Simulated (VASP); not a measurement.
InSe:

```xyz
8
Lattice="4.0500 0.0000 0.0000 -2.0250 3.5074 0.0000 0.0000 0.0000 16.9300" Properties=species:S:1:pos:R:3 pbc="T T T"
In    0.0000    2.3383    2.6580
In    2.0250    1.1691   11.1230
In    0.0000    2.3383    5.8070
In    2.0250    1.1691   14.2720
Se    0.0000    2.3383   10.1919
Se    2.0250    1.1691    1.7269
Se    0.0000    2.3383   15.2031
Se    2.0250    1.1691    6.7381
```

```yaml
Program: VASP 6.6.1
Task: relaxation of cell and atoms
Functional: PBE
Potentials_or_basis: VASP PAW PBE potentials, release 64 (In_d, Se)
Cutoff: 600 eV
k_mesh: 9 × 9 × 2
Occupations: gaussian, width 0.03 eV
Spin: no spin polarisation
```

At the start: pressure 7.7 GPa; volume 30.06 Å³/atom.

Task: How do energy, volume and symmetry change on relaxing?

Result: Over 27 steps the energy falls by 242.7 meV/atom and the volume is 33.03 Å³/atom (+9.9 %); space group P6_3/mmc (No. 194, to 0.05 Å).

The path:
| step | energy change (eV) | largest force (eV/Å) | pressure (GPa) | volume (Å³) |
| --- | --- | --- | --- | --- |
| 1 | 0.0000 | 2.8966 | 7.67 | 240.49 |
| 2 | -1.1744 | 0.4652 | -4.10 | 293.58 |
| 3 | -1.5705 | 0.7933 | -1.48 | 273.13 |
| 4 | -1.7555 | 0.4148 | -0.92 | 264.40 |
| 5 | -1.8232 | 0.1436 | -0.12 | 255.74 |
| 6 | -1.8908 | 0.1042 | 0.37 | 251.55 |
| 7 | -1.9034 | 0.1456 | 0.86 | 248.04 |
| 8 | -1.9042 | 0.1270 | 0.78 | 248.64 |
| 9 | -1.9118 | 0.1804 | -0.40 | 254.01 |
| 10 | -1.9168 | 0.0706 | 0.04 | 251.92 |
| 11 | -1.9181 | 0.0681 | 0.03 | 252.33 |
| 12 | -1.9217 | 0.0585 | -0.01 | 253.54 |
| 13 | -1.9264 | 0.0411 | -0.08 | 255.98 |
| 14 | -1.9276 | 0.0497 | -0.23 | 260.91 |
| 15 | -1.9284 | 0.0336 | -0.18 | 259.08 |
| 16 | -1.9292 | 0.0227 | -0.15 | 259.17 |
| 17 | -1.9313 | 0.0122 | -0.07 | 259.44 |
| 18 | -1.9336 | 0.0785 | 0.09 | 259.98 |
| 19 | -1.9337 | 0.1027 | 0.16 | 260.17 |
| 20 | -1.9357 | 0.0957 | 0.11 | 260.94 |
| 21 | -1.9393 | 0.0736 | -0.04 | 263.23 |
| 22 | -1.9370 | 0.0864 | -0.29 | 267.78 |
| 23 | -1.9401 | 0.0571 | -0.11 | 264.52 |
| 24 | -1.9410 | 0.0188 | -0.04 | 264.35 |
| 25 | -1.9412 | 0.0175 | 0.02 | 264.19 |
| 26 | -1.9412 | 0.0169 | 0.00 | 264.22 |
| 27 | -1.9413 | 0.0095 | 0.03 | 264.22 |

Final structure:
```
CELL_PARAMETERS angstrom
4.08637 0.00000 0.00000
-2.04318 3.53890 0.00000
0.00000 0.00000 18.27124
ATOMIC_POSITIONS crystal
In 0.33333 0.66667 0.17268
In 0.66667 0.33333 0.67268
In 0.33333 0.66667 0.32732
In 0.66667 0.33333 0.82732
Se 0.33333 0.66667 0.60283
Se 0.66667 0.33333 0.10283
Se 0.33333 0.66667 0.89717
Se 0.66667 0.33333 0.39717
```

Caveat: this functional lacks dispersion, which binds the layers, so the pressure and a relaxed spacing across them are unreliable.
